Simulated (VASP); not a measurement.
Here is a VASP 6.6.1 calculation.

INCAR

```
  PREC = Accurate
  ENCUT = 520
  EDIFF = 1E-6
  ISMEAR = 0
  SIGMA = 0.1
  LREAL = F
  LASPH = T
  NELM = 150
  ALGO = Normal
  ISIF = 2
  LWAVE = F
  LCHARG = F
  METAGGA = R2SCAN
  LMIXTAU = T
  KPAR = 2
```

Contents of KPOINTS:

```
regular mesh
0
Gamma
  10 10 8
```

POSCAR

```
InSbO2
1.0
    3.8026500000      0.0000000000      0.0000000000
    0.0000000000      3.8026500000      0.0000000000
    0.0000000000      0.0000000000      5.0316500000
In Sb O
1 1 2
Direct
    0.0000000000      0.0000000000      0.2792130000
    0.5000000000      0.5000000000      0.7966870000
    0.0000000000      0.5000000000      0.9971380000
    0.5000000000      0.0000000000      0.9971380000
```

Potentials or basis: VASP PAW PBE potentials, release 64 (In_d, Sb, O).

Launch:

```sh
$ cat potpaw_PBE.64/In_d/POTCAR potpaw_PBE.64/Sb/POTCAR potpaw_PBE.64/O/POTCAR > POTCAR
$ mpirun -np 2 vasp_std > vasp.out
```

(1) What does it give for the largest force?

(2) Estimate the band gap on the k mesh.

(3) What does it give for the pressure?

## Answers

(1) 0.526 eV/Å.

(2) 0.72 eV, direct.

(3) -3.7 GPa.

Caveat: the PAW data sets were made with another functional, which shifts forces and pressure a little; spin-orbit coupling is left out, which moves the levels of the heavy elements.
